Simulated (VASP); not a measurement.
Energy against volume of MgH2 (rutile). All values below come from PBE GGA, VASP's PBE PAW potentials (set 64) (plane waves; VASP). Numerical set-up: 520 eV cut-off, 5×5×7 Γ-centred mesh, Gaussian smearing of 0.050 eV, potentials Mg H.

Shape and ions are relaxed at each volume.

| V (Å³/atom) | E (eV/atom) |
|---|---|
| 9.579 | -2.93561 |
| 9.884 | -2.94055 |
| 10.190 | -2.94223 |
| 10.496 | -2.94110 |

### Question
Fit these four points and predict the energy of the run at 10.801 Å³/atom.

### Answer
A cubic in V^(−2/3), the third-order Birch-Murnaghan form, passes through the four points with V0 = 10.21 Å³/atom and B0 = 48 GPa, and gives -2.9376 eV/atom there. The run gave -2.9375 eV/atom, +0.1 meV/atom from the fit; all five points give B0 = 49 GPa.

The compound is MgH2 in the rutile structure. It was relaxed first.
